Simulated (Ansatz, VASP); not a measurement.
**Ti2H2CO2 (Ti2C(OH)2 MXene monolayer): VASP beside Ansatz**

Aim: how closely do two programs agree when they are given the same cell, functional and k mesh? Of the first pair: The structure shown is the start of the Ansatz relaxation below; VASP solves that cell, so the two are compared at the walk's first step.

Program: Ansatz 0.2.0. Level of theory: plane waves, with VASP 6.6.1 beside it; single point at PBE with D3(BJ). Results are calculated unless marked as measured.

## (1) The structure

The cell holds 7 atoms: 2 H, 2 O, 2 Ti and 1 C. Its edges and angles: a = 3.100 Å, b = 3.100 Å, c = 44.203 Å, α = 90.0°, β = 90.0°, γ = 120.0°. Vacuum lies along c.

Structure file:

```cif
data_structure
_symmetry_space_group_name_H-M 'P 1'
_symmetry_Int_Tables_number 1
_cell_length_a 3.1002
_cell_length_b 3.1002
_cell_length_c 44.2031
_cell_angle_alpha 90.000
_cell_angle_beta 90.000
_cell_angle_gamma 120.000
_cell_volume 367.94
loop_
_atom_site_label
_atom_site_type_symbol
_atom_site_fract_x
_atom_site_fract_y
_atom_site_fract_z
_atom_site_occupancy
H1 H 0.33333 0.66667 0.42531 1
H2 H 0.66667 0.33333 0.57469 1
O3 O 0.33333 0.66667 0.44748 1
O4 O 0.66667 0.33333 0.55252 1
Ti5 Ti 0.66667 0.33333 0.47233 1
Ti6 Ti 0.33333 0.66667 0.52767 1
C7 C 0.00000 0.00000 0.50000 1
```

## (2) Ansatz: relaxation, PBE with D3(BJ)

Ansatz runs on its PAW soft_1 files.

The two programs are compared at the cell with which this relaxation starts, whose forces are those of its first step.

Contents of input.yaml:

```yaml
crystal:
  lattice:
    - [3.10024, 0.0, 0.0]
    - [-1.55012, 2.6848865978, 0.0]
    - [0.0, 0.0, 44.2030602264]
  atoms:
    - { symbol: H, position: [0.3333333333, 0.6666666667, 0.4253099198] }
    - { symbol: O, position: [0.3333333333, 0.6666666667, 0.4474803306] }
    - { symbol: Ti, position: [0.6666666667, 0.3333333333, 0.4723260765], spin: 1.0 }
    - { symbol: C, position: [0.0, 0.0, 0.5] }
    - { symbol: Ti, position: [0.3333333333, 0.6666666667, 0.5276739235], spin: 1.0 }
    - { symbol: O, position: [0.6666666667, 0.3333333333, 0.5525196694] }
    - { symbol: H, position: [0.6666666667, 0.3333333333, 0.5746900802] }
  periodic: [true, true, false]
magnetization:
  spin_polarized: true
kpoints:
  mp_grid: { grid: [12, 12, 1] }
hamiltonian:
  xc: pbe
  dispersion: d3bj
  pseudopotentials: { kind: paw, azcp: { folder: soft_1 } }
scf:
  occupations: { method: fermi_dirac, width: 0.05 }
  convergence: { dr2_threshold: 1.0e-09 }
relax:
  f_tol: 0.004
  max_steps: 90
  cell: {}
output:
  write_potential: true
  write_density: true
  volumetric_format: npy
```

The run is started by

```bash
ansatz run input.yaml --threads 2 --pin off --max-ram 3072MiB --backend cpu --events-out ev --progress --plain --runs-dir out
```

Numbers of over 12 decimals in the logs are rounded to 6 here.

What it wrote:

```text
Warning: relax.cell: scf.convergence.dr2_threshold = 1e-9 eV is looser than the 2.53934526032e-10 eV advised for a relaxation that steers and ends on the stress (1e-10 eV for each atom of the cell: 7, times the square of relax.cell.stress_2d_tol = 0.05 N/m over 16.6 Å (the atoms' height at the walk's start and 5 Å past either face), 3.011e-2 GPa, over a crystal's default 0.05). What an SCF threshold leaves in a stress goes as its square root, and in the free energy as the threshold itself, and one threshold admits the most on a small cell: [figures from the program's tests cut] Set scf.convergence.dr2_threshold to 2.53934526032e-10 eV or tighter. [rest of the remark cut]
Engine: ansatz 0.2.0, x86_64-unknown-linux-gnu
Pseudopotentials: kind: paw
Pseudopotential: H, paw, valence charge 1, recommended cutoff 420 eV (normal), soft_1/H.paw.azcp
Pseudopotential: O, paw, valence charge 6, recommended cutoff 420 eV (normal), soft_1/O.paw.azcp
Pseudopotential: Ti, paw, valence charge 12, recommended cutoff 420 eV (normal), soft_1/Ti.paw.azcp
Pseudopotential: C, paw, valence charge 4, recommended cutoff 420 eV (normal), soft_1/C.paw.azcp
Functional definition: PBE
  parameter kappa = 0.804
  parameter beta = 0.066725
  exchange = pbe_x(kappa = kappa, mu = beta*pi^2/3)
  correlation = pbe_c(beta = beta)
Crystal: 7 atoms, lattice volume = 367.937 Å³
Basis set: ecut = 420 eV, 7143 PW (Γ), exchange–correlation on 48×48×600 points (8 copies of the dense FFT grid, shifted against one another)
Bands: 29, of which v1, the nominal top of the filled ones, is band 21 counted from 1 (20 counted from 0)
Symmetry: 12 space group operations
Space group: P-3m1 (ITA 164), of the structure as read, at distance tolerance 7.2e-5 Å
Magnetic group: BNS 164.85 (UNI 1315), of the structure as read, at distance tolerance 7.2e-5 Å
k-points: 19 of 144
Non-local potential: H, projectors of the file, l = 0: 2, l = 1: 1
Non-local potential: O, projectors of the file, l = 0: 2, l = 1: 2, l = 2: 1
Non-local potential: Ti, projectors of the file, l = 0: 3, l = 1: 2, l = 2: 3, l = 3: 1
Non-local potential: C, projectors of the file, l = 0: 2, l = 1: 2, l = 2: 1
PAW form: soft (Blöchl's): semilocal exchange-correlation on the pseudo side does not see the compensation charge
PAW one-centre angular grid: H, 110 points (default); XC on 64 Gauss nodes
PAW one-centre angular grid: O, 110 points (default); XC on 64 Gauss nodes
PAW one-centre angular grid: Ti, 590 points (default); XC on 64 Gauss nodes
PAW one-centre angular grid: C, 110 points (default); XC on 64 Gauss nodes
Initial density: superposition of atomic densities (neutral atoms: chi_scale 0, normalization atom)
Starting moments: Σ|m| = 2 μB on 2 of 7 sites
Initial wavefunctions: pseudopotential atomic-orbital guess
Functional: x = pbe(κ = 0.804, μ = 0.219515), c = pbe(β = 0.066725)
SCF iter   1: F=—  HF=-6431.606726 eV  |F-HF|=—  |Δ(HF+E_count)|=         —  Δρ=4.15e-2 (↑4.15e-2 ↓3.50e-2)  dr2=3.36e1  dr2_m=3.92e-1  M=0.763 μB ∫|m|=0.904 μB  β_m=0.30  ethr=3.10e-3  ⟨swp⟩=15.3  Hψ=8188  notcnv=0
Mixer restart at iter 1: flushing history
preconditioner: auto → LDOS  [metal: Δε(μ)=0.061 eV  Ē_g=10.188 eV  σ=0.050 eV  W_gap=0.29  n_scr=26 (ndim 8)  ℏωp=9.1 eV  f_vac=0.789  D(μ)=1.28/eV (n_scr^D=10)]
spin=Collinear: LDOS preconditioning applied to the charge; magnetization (m = ρ↑ − ρ↓) channel mixes plain (no charge-response kernel on spin).
SCF iter   2: F=—  HF=-6423.212140 eV  |F-HF|=—  |Δ(HF+E_count)|=    8.39e0  Δρ=1.93e-2 (↑1.93e-2 ↓1.35e-2)  dr2=4.60e0  dr2_m=2.04e-1  M=0.707 μB ∫|m|=0.845 μB  β_m=0.38  ethr=3.10e-3  ⟨swp⟩=4.9  Hψ=3280  notcnv=0  defer=66
SCF iter   3: F=—  HF=-6422.888614 eV  |F-HF|=—  |Δ(HF+E_count)|=   3.24e-1  Δρ=1.20e-2 (↑1.20e-2 ↓6.46e-3)  dr2=4.88e0  dr2_m=9.46e-2  M=0.505 μB ∫|m|=0.658 μB  β_m=0.47  ethr=3.10e-3  ⟨swp⟩=7.2  Hψ=3001  notcnv=0  defer=64
SCF iter   4: F=—  HF=-6422.675995 eV  |F-HF|=—  |Δ(HF+E_count)|=   2.13e-1  Δρ=7.84e-3 (↑7.84e-3 ↓4.47e-3)  dr2=2.58e0  dr2_m=5.24e-2  M=0.460 μB ∫|m|=0.607 μB  β_m=0.62  ethr=3.10e-3  ⟨swp⟩=3.8  Hψ=1838  notcnv=0  defer=40
SCF iter   5: F=—  HF=-6422.575572 eV  |F-HF|=—  |Δ(HF+E_count)|=   1.00e-1  Δρ=4.09e-3 (↑4.09e-3 ↓1.62e-3)  dr2=1.64e-1  dr2_m=2.10e-2  M=0.275 μB ∫|m|=0.413 μB  β_m=0.55  ethr=3.10e-3  ⟨swp⟩=4.5  Hψ=2214  notcnv=0  defer=44
[...]
preconditioner: auto → LDOS  [metal: Δε(μ)=0.048 eV  Ē_g=10.310 eV  σ=0.050 eV  W_gap=0.23  n_scr=24 (ndim 8)  ℏωp=10.1 eV  f_vac=0.799  D(μ)=2.07/eV (n_scr^D=14)]
spin=Collinear: LDOS preconditioning applied to the charge; magnetization (m = ρ↑ − ρ↓) channel mixes plain (no charge-response kernel on spin).
SCF iter   2: F=—  HF=-6423.068141 eV  |F-HF|=—  |Δ(HF+E_count)|=   1.63e-5  Δρ=7.48e-7 (↑7.48e-7 ↓7.02e-7)  dr2=5.43e-9  dr2_m=6.63e-12  M=0.000 μB ∫|m|=0.000 μB  β_m=0.34  ethr=1.71e-11  ⟨swp⟩=5.6  Hψ=3954  notcnv=0
SCF iter   3: F=—  HF=-6423.068141 eV  |F-HF|=—  |Δ(HF+E_count)|=  8.15e-10  Δρ=4.83e-7 (↑4.83e-7 ↓4.48e-7)  dr2=1.51e-9  dr2_m=6.01e-12  M=0.000 μB ∫|m|=0.000 μB  β_m=0.67  ethr=1.29e-11  ⟨swp⟩=2.1  Hψ=1490  notcnv=0
SCF iter   4: F=-6423.068141 eV  HF=-6423.068141 eV  |F-HF|=5.57e-10  |Δ(HF+E_count)|=  5.88e-10  Δρ=1.31e-7 (↑1.25e-7 ↓1.31e-7)  dr2=1.28e-10  dr2_m=1.51e-12  M=0.000 μB ∫|m|=0.000 μB  ethr=2.38e-12  ⟨swp⟩=13.6  Hψ=8960  notcnv=0
the starting moments were not kept: the SCF closed with an absolute magnetisation of 3.2e-6 μB, where they sum to 2 μB in size (2 sites). That is at most 0.1 of that sum. Measured as dr2_m measures the in/out step, that magnetisation stands 1.3e-12 eV from none, at or under the dr2_threshold of 1.0e-9 eV: it is no larger than a step whose dr2_m would equal this threshold.
SCF 9 converged in 4 iterations: F = -6423.068141 eV  dr2 = 1.28e-10
relax step   9: F+E_penalty+E_count = -6423.06814138 eV  Δ(F+E_penalty+E_count) = +9.823e-5 eV  max|allowed force component| = 4.193e-4 eV/Å  Δτ_max = 0.0000 Å  P = -0.008 N/m  Ω = 353.462 Å³  fix = [c, alpha, beta]  reactions: c -0.000 N/m  stress off target by 7.57e-3 N/m on what of the cell is left free  SCF on the basis re-selected at this cell (its energy is not comparable with the rows above)  (4 SCF iters)
basis re-selected at this cell: Δ(F+E_penalty+E_count) = +9.823e-5 eV, ΔP = -0.002 N/m vs the last step (what re-selecting the basis moved, of the pressure what is left beyond the Pulay correction that the steps carried, after the strain that the cell walked since its last selection, with what the two solves' SCF thresholds leave and, on support functions, any second-order correction that the steps lacked; it is no m [...]
WARN: The output density's exchange-correlation potential varies sharply where the density is thin. Do not read a vacuum level from v_tot or v_xc, or from such a field of the output density. On a cell that repeats whose density bears no net charge and no dipole along the vacuum's axis use v_es (v_loc + v_h of the components); under efield.dipole_correction with no amplitude use v_es + v_field, which holds any externa [...]
SCF converged after 4 iterations
Magnetization: 0.0000 μB (21.0000 up, 21.0000 down)
Absolute magnetization: 0.0000 μB (∫|ρ↑−ρ↓|, with the PAW one-centre terms)
Spin contamination: 0.0000 ħ² per cell (⟨S²⟩ above its minimum at these occupations)
Per-site moments (μB) at R_I (Å): [(-2.3231497072447196e-9, 0.401131), (-2.175396107882193e-8, 0.401131), (7.069284079609415e-7, 0.865591), (-5.297727656053458e-7, 0.865591), (7.069284080230343e-7, 0.865591), (-2.1753961077372e-8, 0.401131), (-2.3231497244028377e-9, 0.401131)]
Free energy (F): -6423.068141 eV
Harris-Foulkes:  -6423.068141 eV  (|F-HF|=5.57e-10)
Internal energy: -6423.050186 eV  (E = F + TS)
E sigma→0 (E₀):  -6423.059164 eV
Entropy (-TS):   -0.017955 eV (-2.565 meV/atom)
Fermi energy:    -1.991894 eV
--- Per-component energies (eV) ---
  E_band       = -935.921985
  E_kinetic    = 1016.050754
  E_local      = -182378.610149  (includes V_loc(G=0)·N_el)
  E_nonlocal   = 250.293990
  E_hartree    = 90587.789750
  E_xc         = -442.328817
  E_vxc        = -557.367716  (∫ρ·V_xc dr)
  E_paw        = -2510.392531  (= ΣΔE_a)
  E_vpaw       = -441.870761  (= ΣTr[D̂ρ^β])
  E_aug_tail   = -0.000637  (compensation charges beyond the density's cutoff)
  E_ewald      = 87055.473957
  E_disp       = -1.326503  (pairwise vdW)
  E_smearing   = -0.017955  (= −TS)
  E_closure    = 0.000000  (closes the sum)
  Σ components = -6423.068141   (vs F -6423.068141, Δ=0.00e0)
--- Forces (eV/Å), atoms counted from 1 ---
  atom   1  H      0.00000000     0.00000000     0.00008715
  atom   2  O      0.00000000     0.00000000    -0.00041925
  atom   3  Ti    -0.00000000    -0.00000000     0.00041043
  atom   4  C      0.00000000     0.00000000     0.00000000
  atom   5  Ti     0.00000000     0.00000000    -0.00041043
  atom   6  O      0.00000000    -0.00000000     0.00041925
  atom   7  H      0.00000000    -0.00000000    -0.00008715
  max |Σ_I F_I| component: 1.85e-17 eV/Å
--- 2D stress c σ (N/m, compression-positive) ---
       -0.007570       0.000000      -0.000000
        0.000000      -0.007570      -0.000000
       -0.000000      -0.000000      -0.000000
  P = ½ c Tr σ = -0.0076 N/m
--- Band table (eV; the first three rows and the last of 38) ---
  k-point 0 ↑: bands = [... 17 lower, -6.2951, -4.2387, -4.2387, -2.2977, -2.0058, -1.9580, -1.9580, -1.8184, ... 4 higher]
  k-point 1 ↑: bands = [... 17 lower, -6.1124, -4.5987, -4.3442, -2.2277, -2.0777, -1.9151, -1.8149, -1.6193, ... 4 higher]
  k-point 2 ↑: bands = [... 17 lower, -5.8780, -5.3339, -4.5518, -2.5526, -1.8509, -1.6528, -1.4648, -1.1614, ... 4 higher]
  k-point 18 ↓: bands = [... 17 lower, -6.3579, -6.3579, -5.4122, -1.3025, -0.9721, -0.9721, -0.0474, -0.0474, ... 4 higher]
  the weakly bound empty levels are not read free of the cell's end (no_gap_told)
--- Relaxed structure (7 steps of the walk, 7 accepted, 2 SCFs on fresh bases) ---
  F+E_penalty+E_count = -6423.06814138 eV   max|allowed force component| = 4.193e-4 eV/Å   (the final SCF, on the basis selected at the relaxed cell)
  cell:  # Å, volume = 353.4623 Å³
    - [3.038646, 0.0, 0]
    - [-1.519323, 2.631544, 0]
    - [0, 0, 44.2030602264]
  atoms:
    - { symbol: H, position: [0.333333, 0.666667, 0.423285] }
    - { symbol: O, position: [0.333333, 0.666667, 0.445284] }
    - { symbol: Ti, position: [0.666667, 0.333333, 0.473954] }
    - { symbol: C, position: [0, 0, 0.500000] }
    - { symbol: Ti, position: [0.333333, 0.666667, 0.526046] }
    - { symbol: O, position: [0.666667, 0.333333, 0.554716] }
    - { symbol: H, position: [0.666667, 0.333333, 0.576715] }
```

In the SCF lines HF is the Harris–Foulkes energy and dr2 the Hartree energy of the density residual, in eV; the loop may stop once dr2 is under the threshold and the program's other checks hold. Hψ counts applications of the Hamiltonian.

(Continued in part 2 of 2.)

[Lines on the potential files, build, host, timing and source positions are cut from VASP's logs without a mark.]

[Logs are printed without paths, hosts, clocks, repeated set-up lines and the standing remarks that a program may print on its own settings, such as how far it seeks lower states.]

[Hosts, paths, dates, database ids (printed as entryN), source tags and the programs' standing remarks are cut or masked in the printed files.]
